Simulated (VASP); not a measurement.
Given:

```
CELL_PARAMETERS angstrom
      1.33000    -2.30363     0.00000
      1.33000     2.30363     0.00000
      0.00000     0.00000     4.95000
ATOMIC_POSITIONS crystal
  Zn 0.33333 0.66667 0.25000
  Zn 0.66667 0.33333 0.75000
```

Method: PBEsol GGA, VASP's PBE PAW potentials (set 64) (plane waves; VASP). Run with 520 eV cut-off, 14×14×7 Γ-centred mesh, first-order Methfessel-Paxton smearing of 0.10 eV, potentials Zn.

Energy and stress use the plane-wave basis of the starting cell.

### Question
The ions, cell shape and volume are relaxed. Which structure does the run end with?

### Answer

```
CELL_PARAMETERS angstrom
      1.32270    -2.29099     0.00000
      1.32270     2.29099     0.00000
      0.00000     0.00000     4.64623
ATOMIC_POSITIONS crystal
  Zn 0.33333 0.66667 0.25000
  Zn 0.66667 0.33333 0.75000
```
Space group P6_3/mmc (194), at a tolerance of 0.03 Å.

### Question
How do energy and volume change from the first to the last step?

### Answer
The energy (σ→0) changes by -19.7 meV/atom and the volume by -7.2 %, in 13 ionic steps.

The compound is Zn in the hcp structure. This run relaxes it. Symmetry was kept, so distortions that lower it aren't found.
